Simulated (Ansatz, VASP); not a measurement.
Given: the input of a run of VASP 6.6.1 on LuMnIn.

The input INCAR:

```
SYSTEM = LuMnIn
  PREC = Accurate
  ENCUT = 520
  EDIFF = 1E-7
  ISMEAR = -1
  SIGMA = 0.05
  LREAL = .False.
  LASPH = .True.
  NELM = 150
  ALGO = Normal
  ISIF = 2
  LWAVE = .False.
  LCHARG = .False.
  ISPIN = 2
  MAGMOM = 0 0 4
  LORBIT = 11
  LMAXMIX = 4
  GGA = PE
  NBANDS = 36
```

File KPOINTS:

```
Automatic mesh
0
Gamma
  7 7 8
  0 0 0
```

File POSCAR:

```
LuMnIn
1.0
    4.7988900543      0.0000000000      0.0000000000
   -2.3994450271      4.1559606970      0.0000000000
    0.0000000000      0.0000000000      3.4454927241
Lu In Mn
1 1 1
Direct
    0.0000000000      0.0000000000      0.0000000000
    0.6666666667      0.3333333333      0.5000000000
    0.3333333333      0.6666666667      0.5000000000
```

Potentials or basis: VASP PAW PBE potentials, release 64 (Lu, In_d, Mn_pv).

Run with:

```console
$ cat potpaw_PBE.64/Lu/POTCAR potpaw_PBE.64/In_d/POTCAR potpaw_PBE.64/Mn_pv/POTCAR > POTCAR
$ mpirun -np 1 vasp_std > vasp.out
```

**Question.** Translate it to Ansatz 0.2.0. Potentials there: Ansatz PAW.

**Answer.** As run (the cutoff follows the program's own potentials):

The input input.yaml:

```yaml
crystal:
  lattice:
    - [4.7988900543, 0.0, 0.0]
    - [-2.3994450271, 4.155960697, 0.0]
    - [0.0, 0.0, 3.4454927241]
  atoms:
    - { symbol: Lu, position: [0.0, 0.0, 0.0] }
    - { symbol: In, position: [0.6666666667, 0.3333333333, 0.5] }
    - { symbol: Mn, position: [0.3333333333, 0.6666666667, 0.5], spin: 4.0 }
hamiltonian:
  xc: pbe
  pseudopotentials: { kind: paw }
magnetization:
  spin_polarized: true
kpoints:
  mp_grid: { grid: [7, 7, 8] }
scf:
  occupations: { method: fermi_dirac, width: 0.05 }
output:
  forces: true
  stress: true
  eigenvalues: true
```

Potentials or basis: Ansatz PAW.

The run is started by

```sh
$ ansatz run input.yaml --threads 2 --pin off --max-ram 5120MiB --backend cpu --events-out ev --progress --plain --runs-dir out
```

Both were run:

|  | VASP | Ansatz | Ansatz less VASP |
| --- | --- | --- | --- |
| gap on the k mesh at the Fermi level (eV) | none | none | - |
| pressure (GPa) | -2.5 | -2.6 | -0.14 |
| largest component of the traceless stress (GPa) | 0.44 | 0.44 | -0.007 |
| net moment per atom (μB) | 1.18 | 1.18 | +0.001 |
| size of the moment on the site where the two differ most (μB) | 3.68 | 3.71 | +0.031 |

Site moments also hang on the region over which each program counts them. A gap of «none» marks a metal or a gap that the smearing closes. The two sets of potentials don't hold the same shells in valence.

Caveats: spin-orbit coupling is left out, which moves the levels of the heavy elements.
